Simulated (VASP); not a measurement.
Consider the following.

```
CELL_PARAMETERS angstrom
      2.16613    -3.75184     0.00000
      2.16613     3.75184     0.00000
      0.00000     0.00000     7.06322
ATOMIC_POSITIONS crystal
  Cd 0.66667 0.33333 0.50005
  Cd 0.33333 0.66667 0.00005
  Se 0.66667 0.33333 0.87595
  Se 0.33333 0.66667 0.37595
```

Computed with PBE GGA with D3 dispersion (zero damping), VASP's PBE PAW potentials (set 64) (plane waves; VASP). Numerical set-up: 520 eV cut-off, Gaussian smearing of 0.050 eV, potentials Cd Se.

Give the energies of bands 13 to 21 at the high-symmetry points, in eV from the valence-band maximum.

| band | Γ | M | K | A | L | H |
|---|---|---|---|---|---|---|
| 13 | -4.27 | -4.11 | -3.72 | -2.61 | -4.11 | -4.01 |
| 14 | -0.74 | -3.56 | -3.72 | -2.61 | -4.11 | -4.01 |
| 15 | -0.74 | -2.57 | -2.95 | -0.39 | -1.31 | -2.36 |
| 16 | -0.04 | -1.79 | -1.81 | -0.39 | -1.31 | -2.36 |
| 17 | 0.00 | -1.28 | -1.81 | -0.39 | -1.30 | -1.08 |
| 18 | 0.00 | -0.73 | -1.62 | -0.39 | -1.30 | -1.08 |
| 19 | 0.62 | 3.17 | 4.27 | 2.33 | 2.93 | 3.73 |
| 20 | 2.18 | 3.33 | 4.70 | 2.33 | 2.93 | 3.73 |
| 21 | 5.86 | 4.78 | 4.70 | 5.83 | 4.85 | 5.82 |

The gap is direct, 0.62 eV, from the valence maximum at Γ to the conduction minimum at Γ.

Measured: gap 1.73 eV (computed value off by -1.11 eV), as given by Abedi et al., (2022), arXiv:2211.14644.

The compound is CdSe in the wurtzite structure. It was relaxed first.
